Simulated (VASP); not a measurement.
Write the native input for VASP 6.6.1 that does the following.

| Item | Value |
| --- | --- |
| Task | single point |
| Functional | PBE |
| Potentials or basis | VASP PAW PBE potentials, release 64 (O, In_d, Br, H) |
| Cutoff | 520 eV |
| k mesh | 1 × 1 × 1 |
| Occupations | gaussian, width 0.01 eV |
| Spin | no spin polarisation |
| Further INCAR settings | ALGO = Normal; EDIFF = 1e-07; NBANDS = 22 |

The structure of OInBrH2 lies in POSCAR:

```
InH2BrO
1.0
   13.0000000000      0.0000000000      0.0000000000
    0.0000000000     13.0000000000      0.0000000000
    0.0000000000      0.0000000000     11.0000000000
O In Br H
1 1 1 2
Direct
    0.4045115400      0.4552692300      0.4497318200
    0.5396884600      0.5095615400      0.5000227300
    0.6406346200      0.3712769200      0.5939681800
    0.3613653800      0.5061538500      0.4122136400
    0.5836500000      0.6319538500      0.4833590900
```

The input as run:

INCAR

```
SYSTEM = InH2BrO
PREC = Accurate ; ENCUT = 520
EDIFF = 1E-7 ; ISMEAR = 0
SIGMA = 0.01 ; LREAL = .FALSE.
LASPH = .TRUE. ; NELM = 80
ALGO = Normal ; ISIF = 2
LWAVE = .FALSE. ; LCHARG = .FALSE.
GGA = PE ; NBANDS = 22
```

KPOINTS

```
regular mesh
0
G
  1 1 1
  0 0 0
```

Potentials or basis: VASP PAW PBE potentials, release 64 (O, In_d, Br, H).

Launch:

```console
$ cat potpaw_PBE.64/O/POTCAR potpaw_PBE.64/In_d/POTCAR potpaw_PBE.64/Br/POTCAR potpaw_PBE.64/H/POTCAR > POTCAR
$ mpirun -np 1 vasp_gam > vasp.out
```

It gave:

```json
{
 "Largest force": "0.700 eV/Å",
 "Gap between the frontier levels": "4.50 eV"
}
```

Caveat: spin-orbit coupling is left out, which moves the levels of the heavy elements.

It took 110 s on 1 thread of Intel(R) Xeon(R) 6975P-C (Granite Rapids), with other jobs on the host, peak memory 1.4 GiB.
